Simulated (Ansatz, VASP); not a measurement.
**In2W in VASP and in Ansatz**

The input INCAR:

```
SYSTEM = In2W
PREC = Accurate
ENCUT = 600
EDIFF = 1E-6
ISMEAR = -1
SIGMA = 0.15
LREAL = .FALSE.
LASPH = .TRUE.
NELM = 100
ALGO = Normal
ISIF = 3
LWAVE = .FALSE.
LCHARG = .FALSE.
GGA = PE
IBRION = 2
NSW = 80
EDIFFG = -0.001
```

KPOINTS

```
Automatic mesh
0
G
  12 12 14
  0 0 0
```

POSCAR

```
In2W
1.0
    4.9347219381      0.0000000000      0.0000000000
   -2.4673609691      4.2735945590      0.0000000000
    0.0000000000      0.0000000000      2.8271869821
In W
2 1
Direct
    0.3333333333      0.6666666667      0.5000000000
    0.6666666667      0.3333333333      0.5000000000
    0.0000000000      0.0000000000      0.0000000000
```

Input for Ansatz:

```yaml
crystal:
  lattice:
    - [4.9347219381, 0.0, 0.0]
    - [-2.4673609691, 4.273594559, 0.0]
    - [0.0, 0.0, 2.8271869821]
  atoms:
    - { symbol: In, position: [0.3333333333, 0.6666666667, 0.5] }
    - { symbol: In, position: [0.6666666667, 0.3333333333, 0.5] }
    - { symbol: W, position: [0.0, 0.0, 0.0] }
basis:
  ecutwfc: 420
kpoints:
  mp_grid: { grid: [12, 12, 14] }
hamiltonian:
  xc: pbe
scf:
  occupations: { method: fermi_dirac, width: 0.15 }
output:
  forces: true
  stress: true
  eigenvalues: true
relax:
  adjacent_minimum: "off"
  f_tol: 0.001
  max_steps: 60
  cell: { stress_tol: 0.01 }
```

Alike in both runs: task relaxation of cell and atoms; functional PBE; k mesh 12 × 12 × 14; occupations fermi-dirac, width 0.15 eV; no spin polarisation.

|  | VASP | Ansatz |
| --- | --- | --- |
| version | VASP 6.6.1 | Ansatz 0.2.0 |
| potentials or method | VASP PAW PBE potentials, release 64 (In_d, W_sv) | scalar-relativistic, plane waves, PAW |
| plane-wave cutoff (eV) | 600 | 420 |
| valence electrons in the cell | 40 | 40 |

Ansatz gave:

| Quantity | Value |
| --- | --- |
| gap on the k mesh at the Fermi level, each at its own relaxed structure (eV) | none |
| relaxed volume (Å³/atom) | 19.91 |
| relaxed cell length with the largest relative difference (Å) | 2.826 |

Task: Estimate VASP's values.

Result: gap on the k mesh at the Fermi level, each at its own relaxed structure (eV): none; relaxed volume (Å³/atom): 19.93; relaxed cell length with the largest relative difference (Å): 2.827.

A gap of «none» marks a metal or a gap that the smearing closes.

Spin-orbit coupling is left out, which matters for the levels of W.
